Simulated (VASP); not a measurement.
Method: LDA (Ceperley-Alder, Perdew-Zunger), VASP's LDA PAW potentials (set 64) (plane waves; VASP).

Input for VASP

**INCAR**
```
IBRION  =  2
NELM  =  100   ! most electronic steps
EDIFFG  =  -0.02
ALGO  =  Normal
ENCUT  =  620
PREC  =  Accurate
LCHARG  =  F
PSTRESS  =  450   ! kbar
NSW  =  40   ! most ionic steps
ISMEAR  =  0   ! Gaussian
SYSTEM  =  MgO
ISIF  =  3   ! ions, shape and volume
LREAL  =  F   ! projection in real space or not
LWAVE  =  F
LASPH  =  T   ! aspherical one-centre terms
EDIFF  =  1E-6   ! SCF stop (eV)
SIGMA  =  0.05
```

**KPOINTS**
```
Automatic
0
gamma
  12 12 12
```

File POSCAR:
```
MgO
1.0
  0.0000000000   1.9550925661   1.9550925661
  1.9550925661   0.0000000000   1.9550925661
  1.9550925661   1.9550925661   0.0000000000
Mg O
1 1
direct
  0.0000000000   0.0000000000   0.0000000000
  0.5000000000   0.5000000000   0.5000000000
```

POTCAR, in this order: Mg O (LDA.64 set). Program: vasp_std.

The run wrote:

### OUTCAR
```
 ion  position               nearest neighbor table
   1  0.000  0.000  0.000-   2 1.96   2 1.96   2 1.96   2 1.96   2 1.96   2 1.96
   2  0.500  0.500  0.500-   1 1.96   1 1.96   1 1.96   1 1.96   1 1.96   1 1.96
  LATTYP: Found a face centered cubic cell.
 ALAT       =     3.9101851322
 Subroutine PRICEL returns:
 Original cell was already a primitive cell.
 Subroutine GETGRP returns: Found 48 space group operations
The static configuration has the point symmetry O_h .
The dynamic configuration has the point symmetry O_h .
 Subroutine INISYM returns: Found 48 space group operations
 Subroutine IBZKPT returns following result:
 Found     72 irreducible k-points:

 Following reciprocal coordinates:
            Coordinates               Weight
  0.000000  0.000000  0.000000      1.000000
  0.083333  0.000000  0.000000      8.000000
  0.166667  0.000000  0.000000      8.000000
  0.250000  0.000000  0.000000      8.000000
  0.333333  0.000000  0.000000      8.000000
  0.416667  0.000000  0.000000      8.000000
  0.500000  0.000000  0.000000      4.000000
  0.083333  0.083333  0.000000      6.000000
  0.166667  0.083333  0.000000     24.000000
  0.250000  0.083333  0.000000     24.000000
  0.333333  0.083333  0.000000     24.000000
  0.416667  0.083333  0.000000     24.000000
  0.500000  0.083333  0.000000     24.000000
 -0.416667  0.083333  0.000000     24.000000
 -0.333333  0.083333  0.000000     24.000000
 -0.250000  0.083333  0.000000     24.000000
 -0.166667  0.083333  0.000000     24.000000
 -0.083333  0.083333  0.000000     12.000000
  0.166667  0.166667  0.000000      6.000000
  0.250000  0.166667  0.000000     24.000000
  0.333333  0.166667  0.000000     24.000000
  0.416667  0.166667  0.000000     24.000000
  0.500000  0.166667  0.000000     24.000000
 -0.416667  0.166667  0.000000     24.000000
 -0.333333  0.166667  0.000000     24.000000
 -0.250000  0.166667  0.000000     24.000000
 -0.166667  0.166667  0.000000     12.000000
  0.250000  0.250000  0.000000      6.000000
  0.333333  0.250000  0.000000     24.000000
  0.416667  0.250000  0.000000     24.000000
  0.500000  0.250000  0.000000     24.000000
 -0.416667  0.250000  0.000000     24.000000
 -0.333333  0.250000  0.000000     24.000000
 -0.250000  0.250000  0.000000     12.000000
  0.333333  0.333333  0.000000      6.000000
  0.416667  0.333333  0.000000     24.000000
  0.500000  0.333333  0.000000     24.000000
 -0.416667  0.333333  0.000000     24.000000
 -0.333333  0.333333  0.000000     12.000000
  0.416667  0.416667  0.000000      6.000000
   k-points           NKPTS =     72   k-points in BZ     NKDIM =     72   number of bands    NBANDS=      8
   number of dos      NEDOS =    301   number of ions     NIONS =      2
   total plane-waves  NPLWV =  13824
   dimension x,y,z NGX =    24 NGY =   24 NGZ =   24
   dimension x,y,z NGXF=    48 NGYF=   48 NGZF=   48
   ions per type =               1   1
   PREC   = accura    normal or accurate (medium, high low for compatibility)
   ISTART =      0    job   : 0-new  1-cont  2-samecut
   ICHARG =      2    charge: 1-file 2-atom 10-const
   ISPIN  =      1    spin polarized calculation?
   LNONCOLLINEAR =      F non collinear calculations
   LSORBIT =      F    spin-orbit coupling
   INIWAV =      1    electr: 0-lowe 1-rand  2-diag
   ENCUT  =  620.0 eV  45.57 Ry    6.75 a.u.   5.61  5.61  5.61*2*pi/ulx,y,z
   NELM   =    100;   NELMIN=  2; NELMDL= -5     # of ELM steps
   EDIFF  = 0.1E-05   stopping-criterion for ELM
   LREAL  =      F    real-space projection
   NLSPLINE    = F    spline interpolate recip. space projectors
   LMAXMIX     =    2 max onsite mixed and CHGCAR
...
```

OSZICAR:
```
       N       E                     dE             d eps       ncg     rms          rms(c)
DAV:   1     0.147485034113E+02    0.14749E+02   -0.57600E+03  1368   0.107E+03
DAV:   2    -0.145097873510E+02   -0.29258E+02   -0.28302E+02  1352   0.159E+02
DAV:   3    -0.148292263446E+02   -0.31944E+00   -0.31944E+00  1560   0.180E+01
DAV:   4    -0.148296823403E+02   -0.45600E-03   -0.45600E-03  1560   0.583E-01
DAV:   5    -0.148296825139E+02   -0.17362E-06   -0.17362E-06  1512   0.710E-03    0.750E+00
DAV:   6    -0.131676222665E+02    0.16621E+01   -0.90477E+00  1152   0.228E+01    0.205E+00
DAV:   7    -0.131226362934E+02    0.44986E-01   -0.36130E-02  1264   0.213E+00    0.124E+00
DAV:   8    -0.130987660035E+02    0.23870E-01   -0.13165E-02  1272   0.166E+00    0.805E-02
DAV:   9    -0.130987566703E+02    0.93332E-05   -0.83183E-05  1552   0.965E-02    0.475E-02
DAV:  10    -0.130987538013E+02    0.28690E-05   -0.10540E-05  1224   0.279E-02    0.535E-03
DAV:  11    -0.130987533089E+02    0.49238E-06   -0.20067E-06   832   0.110E-02
   1 F= -.89008358E+01 E0= -.89008358E+01  d E =-.890084E+01
```

### OUTCAR
```
------------------------ aborting loop because EDIFF is reached ----------------------------------------
  FORCE on cell =-STRESS in cart. coord.  units (eV):
  Direction    XX          YY          ZZ          XY          YZ          ZX
  --------------------------------------------------------------------------------------
  Total        4.1813437      4.1813437      4.1813437      0.0000000      0.0000000     -0.0000000
  in kB      448.2233518    448.2233518    448.2233518      0.0000000      0.0000000     -0.0000000
  external PRESSURE =      -1.7766482 kB  Pullay stress =     450.0000000 kB
  volume of cell :       14.95
      direct lattice vectors                 reciprocal lattice vectors
     0.000000000  1.955092566  1.955092566    -0.255742367  0.255742367  0.255742367
     1.955092566  0.000000000  1.955092566     0.255742367 -0.255742367  0.255742367
     1.955092566  1.955092566  0.000000000     0.255742367  0.255742367 -0.255742367
  FREE ENERGIE OF THE ION-ELECTRON SYSTEM (eV)
  ---------------------------------------------------
  free  energy   TOTEN  =       -13.0987533089 eV

  energy  without entropy=      -13.0987533089  energy(sigma->0) =      -13.09875331
  enthalpy is  TOTEN    =        -8.9008358003 eV   P V=        4.1979175087

 reached required accuracy - stopping structural energy minimisation
```
(Selected blocks of OUTCAR.)

File OUTCAR:
```
 val. band max:        4.7957166056   @ k =   0.0000   0.0000   0.0000

 cond. band min:      11.9602309120   @ k =   0.0000   0.0000   0.0000


 Fermi energy:         5.0006097642

 k-point     1 :       0.0000    0.0000    0.0000
  band No.  band energies     occupation
      1     -13.5354      2.00000
      2       4.7957      2.00000
      3       4.7957      2.00000
      4       4.7957      2.00000
      5      11.9602      0.00000
      6      21.5135      0.00000
      7      21.5135      0.00000
      8      21.5135      0.00000

 k-point     2 :       0.0833    0.0000    0.0000
  band No.  band energies     occupation
      1     -13.4262      2.00000
      2       4.2877      2.00000
      3       4.7235      2.00000
      4       4.7235      2.00000
      5      12.3859      0.00000
      6      20.5174      0.00000
      7      21.7452      0.00000
      8      21.7452      0.00000

 k-point     3 :       0.1667    0.0000    0.0000
  band No.  band energies     occupation
      1     -13.1136      2.00000
      2       3.0784      2.00000
      3       4.5321      2.00000
      4       4.5321      2.00000
      5      13.2901      0.00000
      6      19.1788      0.00000
      7      22.3408      0.00000
      8      22.3408      0.00000

 k-point     4 :       0.2500    0.0000    0.0000
  band No.  band energies     occupation
      1     -12.6469      2.00000
      2       1.6427      2.00000
      3       4.2833      2.00000
      4       4.2833      2.00000
      5      14.0072      0.00000
      6      18.6030      0.00000
      7      22.9667      0.00000
      8      22.9667      0.00000

 k-point     5 :       0.3333    0.0000    0.0000
  band No.  band energies     occupation
      1     -12.1204      2.00000
      2       0.3124      2.00000
      3       4.0468      2.00000
      4       4.0468      2.00000
      5      14.1776      0.00000
      6      18.9265      0.00000
      7      23.2337      0.00000
...
```

The compound is MgO in the rock salt structure. It was relaxed first under an external pressure of 45 GPa.
